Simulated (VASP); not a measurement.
An input for Ansatz (written as the equivalent of a VASP run, and not itself run):

Ansatz 0.2 input:
```yaml
crystal:
  lattice:
    - [0.0000000, 2.8256893, 2.8256893]
    - [2.8256893, 0.0000000, 2.8256893]
    - [2.8256893, 2.8256893, 0.0000000]
  atoms:
    - { symbol: Cd, position: [0.0000000, 0.0000000, 0.0000000] }
    - { symbol: S, position: [0.2500000, 0.2500000, 0.2500000] }
kpoints:
  mp_grid: { grid: [8, 8, 8] }
hamiltonian:
  xc: lda
  pseudopotentials: { kind: paw }
scf:
  occupations: { method: gaussian, width: 0.05 }
  max_iter: 100
relax:
  max_steps: 40
  f_tol: 0.02
  cell: { p_target: 10 }
output: { forces: true, stress: true, eigenvalues: true }
```

### Question
Write the VASP files for the same calculation (LDA).

### Answer
One answer among several that fit: 
### INCAR
```
! general
SYSTEM   =  CdS
PREC     =  Accurate
ENCUT    =  500   ! plane-wave cut-off (eV)
LREAL    =  .False.   ! projection in real space or not
LASPH    =  .True.   ! aspherical one-centre terms

! electronic loop
EDIFF    =  1E-6
NELM     =  100
ALGO     =  Normal   ! blocked Davidson
LMAXMIX  =  4

! smearing
ISMEAR   =  0
SIGMA    =  0.05   ! width (eV)

! ions
IBRION   =  2   ! conjugate gradients
NSW      =  40   ! most ionic steps
ISIF     =  3
EDIFFG   =  -0.02   ! ionic stop
PSTRESS  =  100   ! kbar

! output
LWAVE    =  .False.
LCHARG   =  .False.
```

**KPOINTS**
```
Automatic
0
gamma
  8 8 8
```

**POSCAR**
```
CdS
1
    0.0000000000     2.8256893085     2.8256893085
    2.8256893085     0.0000000000     2.8256893085
    2.8256893085     2.8256893085     0.0000000000
Cd S
1 1
Direct
  0.0000000000   0.0000000000   0.0000000000
  0.2500000000   0.2500000000   0.2500000000
```

POTCAR, in this order: Cd S (LDA.64 set). Program: vasp_std.

What does not carry over: each code has its own PAW files, so the cut-off isn't converted (ENCUT is set for VASP's; basis.ecutwfc is left out, and Ansatz then takes the one that its files recommend); Ansatz stops its SCF on the density residual and VASP on the energy change (EDIFF); Ansatz's lda is the Perdew-Wang form, while the LDA potentials of VASP carry Perdew-Zunger's.

The compound is CdS in the zinc blende structure, a metastable form; wurtzite is the usual one. This run relaxes it under an external pressure of 10 GPa. Symmetry was kept, so distortions that lower it aren't found.
